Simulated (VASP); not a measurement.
Computed with PBEsol GGA, VASP's PBE PAW potentials (set 64) (plane waves; VASP).

A VASP calculation is set up with these files.

INCAR:
```
IBRION = 2   ! conjugate gradients
NSW = 60
LWAVE = F
LCHARG = F
EDIFFG = -0.02   ! ionic stop
NELM = 100   ! most electronic steps
GGA = PS   ! PBEsol
EDIFF = 1E-6   ! SCF stop (eV)
ENCUT = 400   ! plane-wave cut-off (eV)
LREAL = F   ! projection in real space or not
ISIF = 3
ALGO = Normal
SIGMA = 0.05
LMAXMIX = 4
SYSTEM = Cd4S3Se
ISMEAR = 0
LASPH = T
PREC = Accurate
```

File POSCAR:
```
Cd4S3Se
1.0
  0.0000000000   2.9407548382   2.9407548382
  2.9407548382   0.0000000000   2.9407548382
 11.7717964694  11.7717964694  -0.0087771167
Cd Se S
4 1 3
Cart
 11.7086179601  11.7086179601   0.0544013935
  5.9441796894   5.9441796894   5.8188396634
  8.8466295832   8.8466295832   5.8571446078
  8.8105408055   8.8105408055   0.0117237096
  1.4873362072   1.4873362072   1.4534186313
  4.4476768265   4.4476768265   1.4338328504
  7.3519815799   7.3519815799   1.4702829344
 10.2554368593  10.2554368593   1.5075824935
```

File KPOINTS:
```
Regular mesh
0
Gamma
  6 6 2
```

POTCAR, in this order: Cd Se S (PBE.64 set). Program: vasp_std.

Question: What does the run give for the energy per atom (σ→0), volume per atom, band gap (on the k-mesh)?

Answer: 
```json
{
  "energy per atom (σ→0)": "-3.320 eV/atom",
  "band gap (on the k-mesh)": "0.66 eV",
  "volume_per_atom": "25.54 Å³/atom"
}
```

### OSZICAR
```
...
       N       E                     dE             d eps       ncg     rms          rms(c)
DAV:   1    -0.265641196845E+02   -0.65740E-02   -0.16578E-01  2023   0.313E+00    0.603E-01
DAV:   2    -0.265584286541E+02    0.56910E-02   -0.17004E-02  1992   0.121E+00    0.209E-01
DAV:   3    -0.265578694512E+02    0.55920E-03   -0.16361E-03  2090   0.257E-01    0.183E-01
DAV:   4    -0.265577575101E+02    0.11194E-03   -0.12096E-04  1991   0.609E-02    0.400E-02
DAV:   5    -0.265577297444E+02    0.27766E-04   -0.91222E-05  2252   0.810E-02    0.141E-02
DAV:   6    -0.265577292237E+02    0.52071E-06   -0.76450E-06  1988   0.178E-02
   2 F= -.26557729E+02 E0= -.26557729E+02  d E =-.183606E-03
```

The structure was generated: Cd4S3Se was put into an ordered model structure (R3m), which need not be its known phase. This run relaxes it. Symmetry was kept, so distortions that lower it aren't found. The start is the result of an earlier pass.
